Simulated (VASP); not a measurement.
Set up this calculation in VASP 6.6.1, as the native input.

```
Task                   : relaxation of cell and atoms
Functional             : PBE
Dispersion             : D3(BJ)
Potentials or basis    : VASP PAW PBE potentials, release 64 (Sr_sv, Ti_sv, O)
Cutoff                 : 600 eV
k mesh                 : 8 × 8 × 8
Occupations            : gaussian, width 0.03 eV
Spin                   : no spin polarisation
Further INCAR settings : ALGO = Normal; EDIFF = 1e-06; IBRION = 2; EDIFFG = -0.01; NSW = 90; ISIF = 3
```

The structure of SrTiO3 (Tausonite) lies in POSCAR:

```
SrTiO3
1.0
    3.9052800000      0.0000000000      0.0000000000
    0.0000000000      3.9052800000      0.0000000000
    0.0000000000      0.0000000000      3.9052800000
Sr Ti O
1 1 3
Direct
    0.5000000000      0.5000000000      0.5000000000
    0.0000000000      0.0000000000      0.0000000000
    0.5000000000      0.0000000000      0.0000000000
    0.0000000000      0.5000000000      0.0000000000
    0.0000000000      0.0000000000      0.5000000000
```

These files were run (other wordings do the same):

INCAR

```
SYSTEM = SrTiO3
  ALGO = Normal
  EDIFF = 1E-6
  EDIFFG = -0.01
  ENCUT = 600
  GGA = PE
  IBRION = 2
  ISIF = 3
  ISMEAR = 0
  IVDW = 12
  LASPH = .TRUE.
  LCHARG = .FALSE.
  LREAL = .FALSE.
  LWAVE = .FALSE.
  NELM = 80
  NSW = 90
  PREC = Accurate
  SIGMA = 0.03
```

KPOINTS

```
k-points
0
G
  8 8 8
  0 0 0
```

Potentials or basis: VASP PAW PBE potentials, release 64 (Sr_sv, Ti_sv, O).

The run is started by

```console
$ cat potpaw_PBE.64/Sr_sv/POTCAR potpaw_PBE.64/Ti_sv/POTCAR potpaw_PBE.64/O/POTCAR > POTCAR
$ mpirun -np 1 vasp_std > vasp.out
```

Results of the run:

The relaxed volume is 11.99 Å³/atom. The relaxed cell is a = 3.913 Å, b = 3.913 Å, c = 3.913 Å, α = 90.00°, β = 90.00°, γ = 90.00°. The space group after relaxing (to 0.05 Å) is Pm-3m (No. 221), the energy gained by relaxing is 0.2 meV/atom and the ionic steps are 3. The pressure after relaxing is 0.0 GPa. The band gap on the k mesh is 1.85 eV, indirect (least direct gap 2.20 eV) and the dispersion energy per atom is -0.264 eV.

It took 46 s on 1 thread of Intel(R) Xeon(R) 6975P-C (Granite Rapids), on a shared host, peak memory 0.23 GiB.
